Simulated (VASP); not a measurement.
Here is the system:

```yaml
crystal:
  lattice:
    - [0.00000, 2.65974, 2.65974]
    - [2.65974, 0.00000, 2.65974]
    - [10.72674, 10.72674, -0.08779]
  atoms:
    - { symbol: Na, position: [0.01421, 0.01421, 0.98934] }
    - { symbol: Na, position: [0.98579, 0.98579, 0.26066] }
    - { symbol: Cl, position: [0.50000, 0.50000, 0.12500] }
    - { symbol: Cl, position: [0.47061, 0.47061, 0.39704] }
    - { symbol: Cl, position: [0.50000, 0.50000, 0.62500] }
    - { symbol: Cl, position: [0.52939, 0.52939, 0.85296] }
    - { symbol: Li, position: [0.98648, 0.98648, 0.51014] }
    - { symbol: Li, position: [0.01352, 0.01352, 0.73986] }
```

Level of theory: PBEsol GGA, VASP's PBE PAW potentials (set 64) (plane waves; VASP 6.6.1). Settings: 520 eV cut-off, 8×8×2 Γ-centred mesh, tetrahedra with Blöchl corrections, potentials Na_pv Cl Li_sv.

Question: Estimate the energy per atom (σ→0), band gap (on the k-mesh) with the smallest direct gap where there is one.

Answer: 
```json
{
  "band gap (on the k-mesh)": "5.37 eV",
  "smallest direct gap (on the k-mesh)": "5.37 eV",
  "energy per atom (σ→0)": "-3.643 eV/atom"
}
```

Only differences to runs with the same potentials and settings are physical.

The structure was generated: Li2Na2Cl4 was put into an ordered model structure (R-3m), which need not be its known phase. It was relaxed first.
